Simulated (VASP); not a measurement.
Given:

```yaml
crystal:
  lattice:
    - [0.00000, 1.72944, 1.73813]
    - [1.72944, 0.00000, 1.73813]
    - [1.72944, 1.72944, 0.00000]
  atoms:
    - { symbol: Ni, position: [0.00000, 0.00000, 0.00000], spin: 0.8 }
```

Method: r2SCAN meta-GGA, VASP's PBE PAW potentials (set 64) (plane waves; VASP 6.6.1). Run with 480 eV cut-off, 16×16×16 Γ-centred mesh, first-order Methfessel-Paxton smearing of 0.10 eV, potentials Ni.

Problem. What does the run give for the cell moment, energy per atom (σ→0), pressure, band gap (on the k-mesh) with the smallest direct gap where there is one?

Solution. 
The band gap (on the k-mesh) is none (metal, semimetal or under 0.01 eV). The cell moment comes out as 0.75 μB and the energy per atom (σ→0) is -11.942 eV/atom. The pressure comes out as 3.18 GPa.

Problem. Give the moment on each site (PAW-sphere projection).

Solution. 
| site | moment (μB) |
|---|---|
| Ni1 | 0.76 |

Only differences to runs with the same potentials and settings are physical.

The compound is Ni in the fcc structure. This cell was strained or had an atom moved on purpose.
